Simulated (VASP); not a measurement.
All values below come from AM05 GGA, VASP's PBE PAW potentials (set 64) (plane waves; VASP).

A VASP calculation is set up with these files.

**INCAR**
```
SYSTEM=PbF2
PREC=Accurate; ENCUT=520; LREAL=.False.
LASPH=.True.; ICHARG=11
EDIFF=1E-7; NELM=100; ALGO=Normal
LMAXMIX=4
ISMEAR=0; SIGMA=0.05
GGA=AM
LWAVE=.False.; LCHARG=.False.; LORBIT=11
```

File KPOINTS:
```
k-points along high-symmetry lines
15
Line-mode
Reciprocal
  0.000000   0.000000   0.000000 ! GAMMA
  0.500000   0.000000   0.500000 ! X

  0.500000   0.000000   0.500000 ! X
  0.625000   0.250000   0.625000 ! U

  0.375000   0.375000   0.750000 ! K
  0.000000   0.000000   0.000000 ! GAMMA

  0.000000   0.000000   0.000000 ! GAMMA
  0.500000   0.500000   0.500000 ! L

  0.500000   0.500000   0.500000 ! L
  0.500000   0.250000   0.750000 ! W

  0.500000   0.250000   0.750000 ! W
  0.500000   0.000000   0.500000 ! X
```

POSCAR:
```
PbF2
1.0
  0.0000000000   2.9621024915   2.9621024915
  2.9621024915   0.0000000000   2.9621024915
  2.9621024915   2.9621024915   0.0000000000
Pb F
1 2
Cart
  5.9242049830   5.9242049830   5.9242049830
  1.4810512458   1.4810512458   1.4810512458
  4.4431537373   4.4431537373   4.4431537373
```

POTCAR, in this order: Pb_d F (PBE.64 set). Program: vasp_std. Read from the step before: CHGCAR.

Output of the run:

**OUTCAR**
```
 ion  position               nearest neighbor table
   1  0.000  0.000  0.000-   2 2.57   3 2.57   3 2.57   3 2.57   3 2.57   2 2.57   2 2.57   2 2.57
  LATTYP: Found a face centered cubic cell.
 ALAT       =     5.9242049830
 Subroutine PRICEL returns:
 Original cell was already a primitive cell.
 Subroutine GETGRP returns: Found 48 space group operations
The static configuration has the point symmetry O_h .
The dynamic configuration has the point symmetry O_h .
 Subroutine INISYM returns: Found 48 space group operations
   k-points           NKPTS =     90   k-points in BZ     NKDIM =     90   number of bands    NBANDS=     18
   number of dos      NEDOS =    301   number of ions     NIONS =      3
   total plane-waves  NPLWV =  32768
   dimension x,y,z NGX =    32 NGY =   32 NGZ =   32
   dimension x,y,z NGXF=    64 NGYF=   64 NGZF=   64
   ions per type =               1   2
   PREC   = accura    normal or accurate (medium, high low for compatibility)
   ISTART =      0    job   : 0-new  1-cont  2-samecut
   ICHARG =     11    charge: 1-file 2-atom 10-const
   ISPIN  =      1    spin polarized calculation?
   LNONCOLLINEAR =      F non collinear calculations
   LSORBIT =      F    spin-orbit coupling
   INIWAV =      1    electr: 0-lowe 1-rand  2-diag
   ENCUT  =  520.0 eV  38.22 Ry    6.18 a.u.   7.79  7.79  7.79*2*pi/ulx,y,z
   NELM   =    100;   NELMIN=  2; NELMDL= -5     # of ELM steps
...
```

**OSZICAR**
```
       N       E                     dE             d eps       ncg     rms          rms(c)
DAV:   1     0.296338188702E+03    0.29634E+03   -0.15062E+04  3248   0.179E+03
DAV:   2     0.135701276459E+02   -0.28277E+03   -0.27242E+03  3730   0.451E+02
DAV:   3    -0.132787317663E+02   -0.26849E+02   -0.26062E+02  3770   0.151E+02
DAV:   4    -0.142190819122E+02   -0.94035E+00   -0.93832E+00  3524   0.286E+01
DAV:   5    -0.142490152632E+02   -0.29933E-01   -0.29931E-01  3670   0.521E+00
DAV:   6    -0.142504655902E+02   -0.14503E-02   -0.14503E-02  4002   0.110E+00
DAV:   7    -0.142505333175E+02   -0.67727E-04   -0.67727E-04  3926   0.199E-01
DAV:   8    -0.142505363996E+02   -0.30821E-05   -0.30821E-05  3908   0.340E-02
DAV:   9    -0.142505364830E+02   -0.83383E-07   -0.83332E-07  2348   0.428E-03
   1 F= -.14250536E+02 E0= -.14250536E+02  d E =-.211472E-14
```

File OUTCAR:
```
 val. band max:        1.8278591470   @ k =   0.5000   0.2500   0.7500

 cond. band min:       6.2323481905   @ k =   0.5000   0.0000   0.5000



 k-point     1 :       0.0000    0.0000    0.0000
  band No.  band energies     occupation
      1     -19.0706      2.00000
      2     -18.4239      2.00000
      3     -12.5879      2.00000
      4     -12.5879      2.00000
      5     -12.5879      2.00000
      6     -12.5277      2.00000
      7     -12.5277      2.00000
      8      -2.8468      2.00000
      9      -0.6398      2.00000
     10      -0.6398      2.00000
     11      -0.6398      2.00000
     12      -0.1418      2.00000
     13      -0.1418      2.00000
     14      -0.1418      2.00000
     15       8.5691      0.00000
     16       8.5691      0.00000
     17       8.5691      0.00000
     18      12.6192      0.00000

 k-point     2 :       0.0357    0.0000    0.0357
  band No.  band energies     occupation
      1     -19.0669      2.00000
      2     -18.4271      2.00000
      3     -12.5868      2.00000
      4     -12.5868      2.00000
      5     -12.5847      2.00000
      6     -12.5281      2.00000
      7     -12.5274      2.00000
      8      -2.8802      2.00000
      9      -0.6606      2.00000
     10      -0.6606      2.00000
     11      -0.6293      2.00000
     12      -0.1310      2.00000
     13      -0.1310      2.00000
     14      -0.1101      2.00000
     15       8.4935      0.00000
     16       8.5860      0.00000
     17       8.5860      0.00000
     18      12.7348      0.00000

 k-point     3 :       0.0714    0.0000    0.0714
  band No.  band energies     occupation
      1     -19.0566      2.00000
      2     -18.4370      2.00000
      3     -12.5836      2.00000
      4     -12.5836      2.00000
      5     -12.5751      2.00000
      6     -12.5293      2.00000
      7     -12.5265      2.00000
      8      -2.9750      2.00000
      9      -0.7180      2.00000
     10      -0.7180      2.00000
...
```

The density is held fixed in this step, so its total energy and stress have no physical meaning. Unless said otherwise, spin-orbit coupling is left out, though it shifts the bands of the heavy elements here.

The compound is PbF2 in the fluorite structure, the β form. It was relaxed first.
